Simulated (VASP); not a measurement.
Level of theory: r2SCAN meta-GGA, VASP's PBE PAW potentials (set 64) (plane waves; VASP).

The input files of a VASP run:

INCAR:
```
ALGO  =  Normal
EDIFF  =  1E-7
ENCUT  =  400
ISIF  =  2
ISMEAR  =  -5
ISPIN  =  2
LASPH  =  .True.
LCHARG  =  .False.
LEFG  =  .True.
LMAXMIX  =  4
LMIXTAU  =  .True.
LORBIT  =  11
LREAL  =  .False.
LWAVE  =  .False.
MAGMOM  =  3.1 2*0.0
METAGGA  =  R2SCAN
NEDOS  =  601
NELM  =  100
PREC  =  Accurate
SYSTEM  =  FeGe2
```

KPOINTS_OPT:
```
k-points along high-symmetry lines
6
Line-mode
Reciprocal
  0.000000   0.000000   0.000000 ! GAMMA
  0.500000   0.000000   0.000000 ! M

  0.500000   0.000000   0.000000 ! M
  0.333333   0.333333   0.000000 ! K

  0.333333   0.333333   0.000000 ! K
  0.000000   0.000000   0.000000 ! GAMMA

  0.000000   0.000000   0.000000 ! GAMMA
  0.000000   0.000000   0.500000 ! A

  0.000000   0.000000   0.500000 ! A
  0.500000   0.000000   0.500000 ! L

  0.500000   0.000000   0.500000 ! L
  0.333333   0.333333   0.500000 ! H

  0.333333   0.333333   0.500000 ! H
  0.000000   0.000000   0.500000 ! A

  0.500000   0.000000   0.500000 ! L
  0.500000   0.000000   0.000000 ! M

  0.333333   0.333333   0.500000 ! H
  0.333333   0.333333   0.000000 ! K
```

### POSCAR
```
FeGe2
1
    4.5595546291    -0.0000000358     0.0000000000
   -2.2797768367     3.9486899372     0.0000000000
    0.0000000000     0.0000000000     2.5953675876
Fe Ge
1 2
Direct
  0.0000000000   0.0000000000   0.0000000000
  0.3333330000   0.6666670000   0.5000000000
  0.6666670000   0.3333330000   0.5000000000
```

**KPOINTS**
```
Automatic mesh
0
G
 9 9 13
0 0 0
```

POTCAR, in this order: Fe Ge_d (PBE.64 set). Program: vasp_std.

The run wrote:

### OUTCAR
```
 ion  position               nearest neighbor table
   1  0.000  0.000  0.000-   2 2.93   3 2.93   2 2.93   3 2.93   2 2.93   2 2.93   3 2.93   3 2.93
                             3 2.93   3 2.93   2 2.93   2 2.93
   2  0.333  0.667  0.500-   3 2.63   3 2.63   3 2.63   1 2.93   1 2.93   1 2.93   1 2.93   1 2.93
                             1 2.93
   3  0.667  0.333  0.500-   2 2.63   2 2.63   2 2.63   1 2.93   1 2.93   1 2.93   1 2.93   1 2.93
                             1 2.93
  LATTYP: Found a hexagonal cell.
 ALAT       =     4.5595546291
 C/A-ratio  =     0.5692151534
 Subroutine PRICEL returns:
 Original cell was already a primitive cell.
 Subroutine GETGRP returns: Found 24 space group operations
The static configuration has the point symmetry D_6h.
The dynamic configuration has the point symmetry D_6h.
The overall configuration has the point symmetry D_6h.
 Subroutine INISYM returns: Found 24 space group operations
 Subroutine IBZKPT returns following result:
 Found     84 irreducible k-points:

 Following reciprocal coordinates:
            Coordinates               Weight
  0.000000  0.000000  0.000000      1.000000
  0.111111 -0.000000  0.000000      6.000000
  0.222222  0.000000  0.000000      6.000000
  0.333333 -0.000000  0.000000      6.000000
  0.444444  0.000000  0.000000      6.000000
  0.111111  0.111111  0.000000      6.000000
  0.222222  0.111111  0.000000     12.000000
  0.333333  0.111111  0.000000     12.000000
  0.444444  0.111111  0.000000      6.000000
  0.222222  0.222222  0.000000      6.000000
  0.333333  0.222222  0.000000     12.000000
  0.333333  0.333333  0.000000      2.000000
  0.000000  0.000000  0.076923      2.000000
  0.111111 -0.000000  0.076923     12.000000
  0.222222  0.000000  0.076923     12.000000
  0.333333 -0.000000  0.076923     12.000000
  0.444444  0.000000  0.076923     12.000000
  0.111111  0.111111  0.076923     12.000000
...
```

OSZICAR:
```
       N       E                     dE             d eps       ncg     rms          rms(c)
DAV:   1     0.215692193986E+03    0.21569E+03   -0.15644E+04  9176   0.360E+03
DAV:   2    -0.105193578192E+02   -0.22621E+03   -0.21865E+03  8064   0.610E+02
DAV:   3    -0.449439353989E+02   -0.34425E+02   -0.33963E+02  9624   0.165E+02
DAV:   4    -0.459800524288E+02   -0.10361E+01   -0.10324E+01  9128   0.347E+01
DAV:   5    -0.459993403838E+02   -0.19288E-01   -0.19315E-01  9656   0.471E+00    0.152E+01
DAV:   6    -0.525363687795E+02   -0.65370E+01   -0.65564E+01  8808   0.861E+01    0.478E+01
DAV:   7    -0.401787182661E+02    0.12358E+02   -0.32723E+01  8992   0.659E+01    0.482E+00
DAV:   8    -0.405259923417E+02   -0.34727E+00   -0.21465E+00  9320   0.854E+00    0.235E+00
DAV:   9    -0.405959502062E+02   -0.69958E-01   -0.23542E-01  9368   0.368E+00    0.170E+00
DAV:  10    -0.405782954965E+02    0.17655E-01   -0.95081E-02  9664   0.347E+00    0.132E+00
DAV:  11    -0.405773091336E+02    0.98636E-03   -0.16127E-02  9112   0.115E+00    0.491E-01
DAV:  12    -0.405788067517E+02   -0.14976E-02   -0.32977E-03  9576   0.395E-01    0.396E-01
DAV:  13    -0.405784440290E+02    0.36272E-03   -0.21678E-03  9224   0.566E-01    0.930E-02
DAV:  14    -0.405786087641E+02   -0.16474E-03   -0.28088E-04 10136   0.113E-01    0.640E-02
DAV:  15    -0.405786246377E+02   -0.15874E-04   -0.66585E-05  9952   0.714E-02    0.190E-02
DAV:  16    -0.405786271205E+02   -0.24828E-05   -0.90015E-06  8760   0.222E-02    0.506E-03
DAV:  17    -0.405786367856E+02   -0.96652E-05   -0.24348E-06  9072   0.161E-02    0.457E-03
DAV:  18    -0.405786301863E+02    0.65994E-05   -0.55771E-07  8384   0.784E-03    0.208E-03
DAV:  19    -0.405786278119E+02    0.23743E-05   -0.13549E-07  6328   0.261E-03    0.974E-04
DAV:  20    -0.405786277135E+02    0.98470E-07   -0.16445E-08  4344   0.141E-03
   1 F= -.40578628E+02 E0= -.40578628E+02  d E =0.000000E+00  mag=     2.9997
       N       E                     dE             ncg
```

OUTCAR:
```
------------------------ aborting loop because EDIFF is reached ----------------------------------------
  FORCE on cell =-STRESS in cart. coord.  units (eV):
  Direction    XX          YY          ZZ          XY          YZ          ZX
  --------------------------------------------------------------------------------------
  Total        0.1129404      0.1129404     -0.1427318      0.0000000     -0.0000000      0.0000000
  in kB        3.8724475      3.8724470     -4.8939198      0.0000004     -0.0000000      0.0000000
  external PRESSURE =       0.9503249 kB  Pullay stress =       0.0000000 kB
  volume of cell :       46.73
      direct lattice vectors                 reciprocal lattice vectors
     4.559554629 -0.000000036  0.000000000     0.219319667  0.126624249  0.000000000
    -2.279776837  3.948689937  0.000000000     0.000000002  0.253248551  0.000000000
     0.000000000  0.000000000  2.595367588     0.000000000  0.000000000  0.385301876
 POSITION                                       TOTAL-FORCE (eV/Angst)
 -----------------------------------------------------------------------------------
      0.00000      0.00000      0.00000         0.000000      0.000000      0.000000
     -0.00000      2.63246      1.29768         0.000000     -0.000000      0.000000
      2.27978      1.31623      1.29768        -0.000000      0.000000      0.000000
 -----------------------------------------------------------------------------------
    total drift:                                0.000000      0.000000      0.000000
  FREE ENERGIE OF THE ION-ELECTRON SYSTEM (eV)
  ---------------------------------------------------
  free  energy   TOTEN  =       -40.5786277135 eV

  energy  without entropy=      -40.5786277135  energy(sigma->0) =      -40.57862771

 total charge

# of ion       s       p       d       tot
------------------------------------------
    1        0.341   0.311   6.171   6.823
    2        1.161   1.143  10.064  12.368
    3        1.161   1.143  10.064  12.368
--------------------------------------------------
tot          2.663   2.596  26.299  31.559

 magnetization (x)

# of ion       s       p       d       tot
------------------------------------------
    1        0.017  -0.009   3.007   3.014
    2        0.018   0.019  -0.007   0.029
    3        0.018   0.019  -0.007   0.029
--------------------------------------------------
tot          0.052   0.028   2.992   3.072

 Electric field gradients after diagonalization (V/A^2)
 (convention: |V_zz| > |V_xx| > |V_yy|)
----------------------------------------------------------------------
 ion       V_xx      V_yy      V_zz     asymmetry (V_yy - V_xx)/ V_zz
----------------------------------------------------------------------
   1      20.329    20.322   -40.650       0.000
   2       4.384     4.383    -8.767       0.000
   3       4.384     4.383    -8.767       0.000
```
(Selected blocks of OUTCAR.)

For a metal the tetrahedron method with Blöchl corrections gives inexact stress and forces.

The structure was generated: FeGe2 was put into the AlB2 type (P6/mmm), which need not be its known phase. It was relaxed first, which changed the volume by -45 %.
